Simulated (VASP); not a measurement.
A convergence study with VASP on MoS2 (2H layered): one setting is varied, all else stays as given below, so the limit is that of these other settings.

```
CELL_PARAMETERS angstrom
      1.58000    -2.73664     0.00000
      1.58000     2.73664     0.00000
      0.00000     0.00000    12.30000
ATOMIC_POSITIONS crystal
  Mo 0.33333 0.66667 0.25000
  Mo 0.66667 0.33333 0.75000
  S  0.33333 0.66667 0.87900
  S  0.66667 0.33333 0.37900
  S  0.66667 0.33333 0.12100
  S  0.33333 0.66667 0.62100
```

Computed with PBEsol GGA, VASP's PBE PAW potentials (set 64) (plane waves; VASP 6.6.1). The tightest run used: 550 eV cut-off, 13×13×3 Monkhorst-Pack mesh, Gaussian smearing of 0.050 eV, potentials Mo_sv S.

### Question
The settings run are 1×1×1 mesh; 2×2×1 mesh; 3×3×1 mesh; 4×4×1 mesh; 5×5×1 mesh; 6×6×1 mesh; 7×7×2 mesh; 8×8×2 mesh; 9×9×2 mesh; 10×10×2 mesh; 11×11×2 mesh; 12×12×3 mesh; 13×13×3 mesh. From which on does the energy per atom stay within 0.01 eV/atom of the tightest run?

### Answer
From 5×5×1 mesh on: it is off by 0.0056 there and by no more than 0.01 in any finer run, while 4×4×1 mesh is off by 0.0120.
| setting | E (eV/atom) | pressure (GPa) | largest force (eV/Å) | irreducible k-points | difference judged (eV/atom) |
|---|---|---|---|---|---|
| 1×1×1 mesh | -4.8047 | 19.36 | 5.020 | 1 | 3.0036 |
| 2×2×1 mesh | -7.9154 | -5.28 | 0.864 | 2 | 0.1071 |
| 3×3×1 mesh | -7.8013 | -4.01 | 0.899 | 3 | 0.0070 |
| 4×4×1 mesh | -7.7963 | -3.89 | 0.668 | 6 | 0.0120 |
| 5×5×1 mesh | -7.8027 | -4.03 | 0.677 | 5 | 0.0056 |
| 6×6×1 mesh | -7.8025 | -4.02 | 0.684 | 12 | 0.0058 |
| 7×7×2 mesh | -7.8085 | -4.20 | 0.655 | 8 | 0.0002 |
| 8×8×2 mesh | -7.8083 | -4.19 | 0.655 | 20 | 0.0001 |
| 9×9×2 mesh | -7.8083 | -4.19 | 0.655 | 12 | 0.0000 |
| 10×10×2 mesh | -7.8083 | -4.19 | 0.655 | 30 | 0.0000 |
| 11×11×2 mesh | -7.8083 | -4.19 | 0.655 | 16 | 0.0000 |
| 12×12×3 mesh | -7.8083 | -4.19 | 0.655 | 84 | 0.0000 |
| 13×13×3 mesh | -7.8083 | -4.19 | 0.655 | 42 | 0.0000 |

Left out are rungs that failed or repeat a setting and relaxations that didn't move; long series are thinned to 24 rows.

The compound is MoS2 in the 2H layered structure. The cell was not relaxed at this level, forces remain on its atoms.
